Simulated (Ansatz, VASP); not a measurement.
## Cross-check of W (Tungsten) between VASP and Ansatz

One calculation is typed for both programs; each brings its own data sets and cutoff. How far apart do they land? The cell is a member of a volume series, scaled by 1.015 from a relaxed one, so a pressure remains.

Calculated with Ansatz 0.2.0; plane waves, with VASP 6.6.1 beside it; single point at PBE.

## 1. Starting point

Symmetry: Im-3m, No. 229, cubic system. Conventional cell: a = 3.187 Å, b = 3.187 Å, c = 3.187 Å, α = 90.00°, β = 90.00°, γ = 90.00°. W has 8 W at 2.76 Å nearest.

Structure file:

```
W
1.0
    -1.59368    1.59368    1.59368
     1.59368   -1.59368    1.59368
     1.59368    1.59368   -1.59368
W
1
Direct
  0.00000 0.00000 0.00000
```

## 2. VASP: single point, PBE, volume scaled by 1.015

With cell and atoms fixed, the geometry can't cause a difference; cores, projectors, grids and the points listed under the comparison can.

Lines of VASP's logs that name or quote its potential files are left out, and so is its time.

The input asks for a relaxation, which ended at its first step since no free force or stress exceeded the threshold; so it serves as a single point.

File INCAR:

```
SYSTEM = W
PREC = Accurate
ENCUT = 450
EDIFF = 1E-06
NELM = 100
ISMEAR = 1
SIGMA = 0.15
LREAL = .FALSE.
ALGO = Normal
GGA = PE
NBANDS = 9
LASPH = .TRUE.
LORBIT = 11
LWAVE = .FALSE.
LCHARG = .FALSE.
KPAR = 8
IBRION = 2
NSW = 30
ISIF = 4
EDIFFG = -0.01
```

File POSCAR:

```
W
1.0
   -1.5936762396      1.5936762396      1.5936762396
    1.5936762396     -1.5936762396      1.5936762396
    1.5936762396      1.5936762396     -1.5936762396
W
1
Direct
    0.0000000000      0.0000000000      0.0000000000
```

File KPOINTS:

```
Automatic mesh
0
Gamma
20 20 20
0 0 0
```

The projector-augmented-wave data sets are W (PBE family, release 64).

Run with:

```
mpirun -np 8 vasp_std
```

Numbers of over 12 decimals in the logs are rounded to 6 here.

What it wrote:

```text
[banner, memory and clock lines left out]
running    8 mpi-ranks, on    1 nodes
 distrk:  each k-point on    1 cores,    8 groups
 distr:  one band on    1 cores,    1 groups

 POSCAR found type information on POSCAR W
 POSCAR found :  1 types and       1 ions
|                                                                             |
|           W    W    AA    RRRRR   N    N  II  N    N   GGGG   !!!           |
|           W    W   A  A   R    R  NN   N  II  NN   N  G    G  !!!           |
|           W    W  A    A  R    R  N N  N  II  N N  N  G       !!!           |
|           W WW W  AAAAAA  RRRRR   N  N N  II  N  N N  G  GGG   !            |
|           WW  WW  A    A  R   R   N   NN  II  N   NN  G    G                |
|           W    W  A    A  R    R  N    N  II  N    N   GGGG   !!!           |
|                                                                             |
|     For optimal performance we recommend to set                             |
|       NCORE = 2 up to number-of-cores-per-socket                            |
|     NCORE specifies how many cores store one orbital (NPAR=cpu/NCORE).      |
|     This setting can greatly improve the performance of VASP for DFT.       |
|     The default, NCORE=1 might be grossly inefficient on modern             |
|     multi-core architectures or massively parallel machines. Do your        |
|     Unfortunately you need to use the default for GW and RPA                |
|     calculations (for HF NCORE is supported but not extensively tested      |
|     yet).                                                                   |
|                                                                             |

 LDA part: xc-table for (Slater+PW92), standard interpolation
 POSCAR, INCAR and KPOINTS ok, starting setup
 FFT: planning ... GRIDC
 FFT: planning ... GRID_SOFT
 FFT: planning ... GRID
 WAVECAR not read
 entering main loop
       N       E                     dE             d eps       ncg     rms          rms(c)
DAV:   1     0.593068629675E+01    0.59307E+01   -0.27375E+03  4624   0.506E+02
DAV:   2    -0.133353940728E+02   -0.19266E+02   -0.18561E+02  5484   0.123E+02
DAV:   3    -0.137157931380E+02   -0.38040E+00   -0.37934E+00  5305   0.136E+01
DAV:   4    -0.137167955198E+02   -0.10024E-02   -0.10023E-02  5394   0.803E-01
DAV:   5    -0.137167978894E+02   -0.23695E-05   -0.23692E-05  5301   0.328E-02    0.198E+01
DAV:   6    -0.132179354871E+02    0.49886E+00   -0.37573E-01  5032   0.396E+00    0.963E+00
DAV:   7    -0.130231226028E+02    0.19481E+00   -0.45837E-01  5279   0.420E+00    0.386E-01
DAV:   8    -0.130218364054E+02    0.12862E-02   -0.25468E-03  4925   0.383E-01    0.151E-01
DAV:   9    -0.130215262567E+02    0.31015E-03   -0.33203E-04  5305   0.892E-02    0.382E-02
DAV:  10    -0.130215272192E+02   -0.96247E-06   -0.21017E-05  5346   0.351E-02    0.225E-02
DAV:  11    -0.130215255886E+02    0.16306E-05   -0.59468E-07  2866   0.903E-03    0.416E-03
DAV:  12    -0.130215256114E+02   -0.22808E-07   -0.21481E-08  2422   0.155E-03
   1 F= -.13021526E+02 E0= -.13021743E+02  d E =-.130215E+02
 curvature:   0.00 expect dE= 0.000E+00 dE for cont linesearch  0.000E+00
 trial: gam= 0.00000 g(F)=  0.586E-64 g(S)=  0.708E-34 ort = 0.000E+00 (trialstep = 0.100E+01)
 search vector abs. value=  0.100E-09
 reached required accuracy - stopping structural energy minimisation
```

From OUTCAR (step 2):

```text
ion  position               nearest neighbor table
   1  0.000  0.000  0.000-

  LATTYP: Found a body centered cubic cell.
 ALAT       =     3.1873524792

 Subroutine GETGRP returns: Found 48 space group operations
 (whereof 48 operations were pure point group operations)

The static configuration has the point symmetry O_h .

 Found    256 irreducible k-points:

   k-points           NKPTS =    256   k-points in BZ     NKDIM =    256   number of bands    NBANDS=      9

   dimension x,y,z NGX =    20 NGY =   20 NGZ =   20
   dimension x,y,z NGXF=    40 NGYF=   40 NGZF=   40

   ENCUT  =  450.0 eV  33.07 Ry    5.75 a.u.   4.77  4.77  4.77*2*pi/ulx,y,z

   NELECT =       6.0000    total number of electrons

 k-points in reciprocal lattice and weights: Automatic mesh
   0.00000000  0.00000000  0.00000000       0.000
   0.05000000  0.00000000  0.00000000       0.002
   0.10000000  0.00000000  0.00000000       0.002
   0.15000000  0.00000000  0.00000000       0.002
   0.20000000  0.00000000  0.00000000       0.002
   0.25000000  0.00000000  0.00000000       0.002
   0.30000000  0.00000000  0.00000000       0.002
   0.35000000  0.00000000  0.00000000       0.002
   0.40000000  0.00000000  0.00000000       0.002
[...]
0.50000000  0.50000000  0.45000000       0.002
   0.50000000  0.50000000  0.50000000       0.000

 average (electrostatic) potential at core
       1 -38.2166

 E-fermi :   7.6529

 k-point     1 :       0.0000    0.0000    0.0000
  band No.  band energies     occupation
      1      -1.9094      2.00000
      2       6.3663      2.00000
      3       6.3664      2.00000
      4       6.3664      2.00000
      5       9.7571     -0.00000
      6       9.7571     -0.00000
      7      22.7437      0.00000
      8      22.7437      0.00000
      9      22.7437      0.00000

 k-point     2 :       0.0500    0.0000    0.0000
  band No.  band energies     occupation
      1      -1.7939      2.00000
      2       6.2954      2.00000
      3       6.3520      2.00000
      4       6.4805      2.00000
      5       9.6438     -0.00000
      6       9.7589     -0.00000
      7      22.8430      0.00000
      8      22.9453      0.00000
      9      23.0246      0.00000

 k-point     3 :       0.1000    0.0000    0.0000
  band No.  band energies     occupation
      1      -1.4564      2.00000
      2       6.0961      2.00000
      3       6.2914      2.00000
      4       6.8199      2.00000
      5       9.3819     -0.00000
      6       9.7687     -0.00000
      7      23.0977      0.00000
      8      23.5351      0.00000
      9      23.7585      0.00000

  Total       -0.4620895     -0.4620895     -0.4620895      0.0000000      0.0000000      0.0000000
  in kB      -45.7273834    -45.7273834    -45.7273834      0.0000000      0.0000000      0.0000000
  external PRESSURE =     -45.7273834 kB  Pullay stress =       0.0000000 kB

  energy-cutoff  :      450.00
  volume of cell :       16.19
      direct lattice vectors                 reciprocal lattice vectors
    -1.593676240  1.593676240  1.593676240     0.000000000  0.313740010  0.313740010
     1.593676240 -1.593676240  1.593676240     0.313740010  0.000000000  0.313740010
     1.593676240  1.593676240 -1.593676240     0.313740010  0.313740010  0.000000000

 POSITION                                       TOTAL-FORCE (eV/Angst)
 -----------------------------------------------------------------------------------
      0.00000      0.00000      0.00000        -0.000000      0.000000     -0.000000
 -----------------------------------------------------------------------------------
    total drift:                                0.000000      0.000000      0.000000

  FREE ENERGIE OF THE ION-ELECTRON SYSTEM (eV)
  ---------------------------------------------------
  free  energy   TOTEN  =       -13.0215256114 eV

  energy  without entropy=      -13.0221769488  energy(sigma->0) =      -13.02174272

 reached required accuracy - stopping structural energy minimisation

 total charge
# of ion       s       p       d       tot
------------------------------------------
    1        0.666   0.705   4.113   5.485

[... 3 further parts left out ...]
```

## 3. Ansatz: single point, PBE, volume scaled by 1.015

Ansatz runs on its default PAW (the set named soft_2) files.

The same cell, functional, mesh and smearing now go to Ansatz, which takes its cutoff from its data sets.

File input.yaml:

```yaml
crystal:
  lattice:
    - [-1.59367624, 1.59367624, 1.59367624]
    - [1.59367624, -1.59367624, 1.59367624]
    - [1.59367624, 1.59367624, -1.59367624]
  atoms:
    - { symbol: W, position: [0.0, 0.0, 0.0] }
hamiltonian:
  xc: pbe
  pseudopotentials: { kind: paw }
kpoints:
  mp_grid: { grid: [20, 20, 20] }
scf:
  occupations: { method: methfessel_paxton, width: 0.15 }
  n_extra_bands: 4
output:
  forces: true
  stress: true
  eigenvalues: true
  write_density: true
  write_potential: true
  elf: true
  volumetric_format: npy
```

Run with:

```
ansatz run input.yaml --threads 2 --pin off --max-ram 4608MiB --backend cpu --events-out ev --progress --plain --runs-dir out
```

What it wrote:

```text
scf.n_extra_bands = 4 over 7 filled bands (N_el = 14.0): the run solves 11 bands
Engine: ansatz 0.2.0, aarch64-unknown-linux-gnu
Pseudopotentials: kind: paw
Pseudopotential: W, paw, valence charge 14, recommended cutoff 420 eV (normal), W.paw.azcp
Functional definition: PBE
  parameter kappa = 0.804
  parameter beta = 0.066725
  exchange = pbe_x(kappa = kappa, mu = beta*pi^2/3)
  correlation = pbe_c(beta = beta)
Crystal: 1 atoms, lattice volume = 16.191 Å³
Basis set: ecut = 420 eV, 321 PW (Γ), exchange–correlation on 40×40×40 points (8 copies of the dense FFT grid, shifted against one another)
Bands: 11, of which v1, the nominal top of the filled ones, is band 7 counted from 1 (6 counted from 0)
Symmetry: 48 space group operations
Space group: Im-3m (ITA 229), of the structure as read, at distance tolerance 2.5e-5 Å
k-points: 256 of 8000
Non-local potential: W, projectors of the file, l = 0: 3, l = 1: 2, l = 2: 2, l = 3: 1
PAW form: soft (Blöchl's): semilocal exchange-correlation on the pseudo side does not see the compensation charge
PAW one-centre angular grid: W, 590 points (default); XC on 64 Gauss nodes
Initial density: superposition of atomic densities (neutral atoms: chi_scale 0, normalization atom), corrected by the library's trained network
Initial wavefunctions: pseudopotential atomic-orbital guess
Functional: x = pbe(κ = 0.804, μ = 0.219515), c = pbe(β = 0.066725)
SCF iter   1: F=—  HF=-10384.827002 eV  |F-HF|=—  |Δ(HF+E_count)|=         —  Δρ=1.58e-3  dr2=1.37e-4  ethr=1.77e-3  ⟨swp⟩=5.0  Hψ=14852  notcnv=0
preconditioner: auto → none  [metal: Δε(μ)=0.015 eV  Ē_g=8.860 eV  σ=0.150 eV  W_gap=0.08  n_scr=0 (ndim 8)  ℏωp=22.6 eV  f_vac=0.000  D(μ)=0.30/eV (n_scr^D=0)]
SCF iter   2: F=—  HF=-10384.826761 eV  |F-HF|=—  |Δ(HF+E_count)|=   2.41e-4  S|Δr|=    0.00e0  Δρ=8.32e-4  dr2=3.76e-5  ethr=9.81e-7  ⟨swp⟩=2.3  Hψ=6365  notcnv=0
SCF iter   3: F=—  HF=-10384.826791 eV  |F-HF|=—  |Δ(HF+E_count)|=   2.97e-5  S|Δr|=    0.00e0  Δρ=2.16e-4  dr2=5.85e-6  ethr=2.69e-7  ⟨swp⟩=2.0  Hψ=4347  notcnv=0
SCF iter   4: F=—  HF=-10384.826789 eV  |F-HF|=—  |Δ(HF+E_count)|=   1.72e-6  S|Δr|=    0.00e0  Δρ=1.38e-4  dr2=2.39e-6  ethr=4.18e-8  ⟨swp⟩=1.0  Hψ=2802  notcnv=0
SCF iter   5: F=-10384.826788 eV  HF=-10384.826788 eV  |F-HF|=1.93e-8  |Δ(HF+E_count)|=   1.15e-6  S|Δr|=    0.00e0  Δρ=1.70e-5  dr2=2.80e-8  ethr=7.14e-10  ⟨swp⟩=7.0  Hψ=17334  notcnv=0
SCF 1 converged in 5 iterations: F = -10384.826788 eV  dr2 = 2.80e-8
  greatest PAW one-centre occupation: 1.000 electrons in one spin orbital (limit 2), on the W atom at site 0 (counted from 0), in its partial waves of l = 0
SCF converged after 5 iterations
Stability not checked: this state was not tested for a lower state beside it, because cold or Methfessel-Paxton smearing, or corrected tetrahedra, fill the levels in a way that the test cannot read (fill_not_monotonic; see scf.lower_state_search)
Free energy (F): -10384.826788 eV
Harris-Foulkes:  -10384.826788 eV  (|F-HF|=1.93e-8)
Internal energy: -10384.827482 eV  (E = F + TS)
E sigma→0 (E₀):  -10384.826961 eV
Entropy (-TS):   0.000694 eV (0.694 meV/atom)
Fermi energy:    22.154122 eV
--- Per-component energies (eV) ---
  E_band       = -88.716788
  E_kinetic    = 449.303425
  E_local      = -613.139988  (includes V_loc(G=0)·N_el)
  E_nonlocal   = 0.225110
  E_hartree    = 219.150237
  E_xc         = -266.770461
  E_vxc        = -238.562889  (∫ρ·V_xc dr)
  E_paw        = -8562.365155  (= ΣΔE_a)
  E_vpaw       = -124.838353  (= ΣTr[D̂ρ^β])
  E_aug_tail   = -0.000065  (compensation charges beyond the density's cutoff)
  E_ewald      = -1611.230586
  E_smearing   = 0.000694  (= −TS)
  E_closure    = -0.000000  (closes the sum)
  Σ components = -10384.826788   (vs F -10384.826788, Δ=0.00e0)
--- Forces (eV/Å), atoms counted from 1 ---
  atom   1  W      0.00000000    -0.00000000    -0.00000000
  max |Σ_I F_I| component: 1.39e-32 eV/Å
--- Stress (GPa, compression-positive) ---
       -1.135651       0.000000       0.000000
        0.000000      -1.135651      -0.000000
       -0.000000       0.000000      -1.135651
  P = ⅓ Tr σ = -1.1357 GPa (-11.357 kbar)
--- Band table (eV; the first three rows and the last of 256) ---
  k-point 0: bands = [... 3 lower, -15.6825, 12.5739, 20.8802, 20.8802, 20.8802, 24.2858, 24.2858, 36.5489]
  k-point 1: bands = [... 3 lower, -15.6826, 12.6925, 20.8085, 20.8653, 20.9945, 24.1692, 24.2869, 36.6494]
  k-point 2: bands = [... 3 lower, -15.6830, 13.0381, 20.6069, 20.8025, 21.3341, 23.9011, 24.2950, 36.9113]
  k-point 255: bands = [... 3 lower, -16.5283, 16.4154, 16.4154, 27.0908, 27.0908, 27.0908, 30.1629, 30.1629]
```

It took 1.4 s on 2 threads of Arm Neoverse V2, shared host; peak memory 0.32 GiB; 2.7 s of CPU time.

The run ends at a pressure of -1.14 GPa.

## 4. Differences

Known differences besides the potentials themselves: the data sets hold 14 valence electrons in Ansatz (default PAW (the set named soft_2) files) and 6 in VASP; the cutoff is 420 eV in Ansatz and 450 eV in VASP. Total energies have different zeros and are not compared.

The two programs side by side:

```csv
quantity,Ansatz,VASP,difference
pressure (GPa),-1.14,-4.57,+3.44
pressure without Ansatz's Pulay correction (GPa),-1.21,-4.57,+3.36
```

Ansatz's pressure holds a Pulay correction of 0.07 GPa; VASP's holds none.

## 5. What the set-up changes

Further runs change the set-up of one program: Ansatz's method, potentials or start, or VASP's data sets, cutoff or form of LDA. The table gives Ansatz less VASP for each quantity, since a change that brings one quantity closer may part another.

```csv
run,pressure (GPa),pressure without Ansatz's Pulay correction (GPa)
as above,3.4,3.4
Ansatz's all-electron LAPW method,3.5,
Ansatz's larger PAW set (cutoff 880 eV),3.6,
norm-conserving potentials (cutoff 1007 eV),3.5,3.4
```

## 6. Outcome

- difference in pressure (single point, PBE, volume scaled by 1.015): 3.4 GPa

In words: The difference in pressure is 3.4 GPa (single point, PBE, volume scaled by 1.015), beyond the 1 GPa picked in this series as the mark of a large difference. For single point, PBE, volume scaled by 1.015, no further run moves any of the tabulated differences by more than a quarter of its size. Such differences can come from data sets, numerical settings and the points named under the comparisons, not from the functional's error against experiment.

[Lines on the potential files, build, host, timing and source positions are cut from VASP's logs without a mark.]

[Logs are printed without paths, hosts, clocks, repeated set-up lines and the standing remarks that a program may print on its own settings, such as how far it seeks lower states.]

[Hosts, paths, dates, database ids (printed as entryN), source tags and the programs' standing remarks are cut or masked in the printed files.]
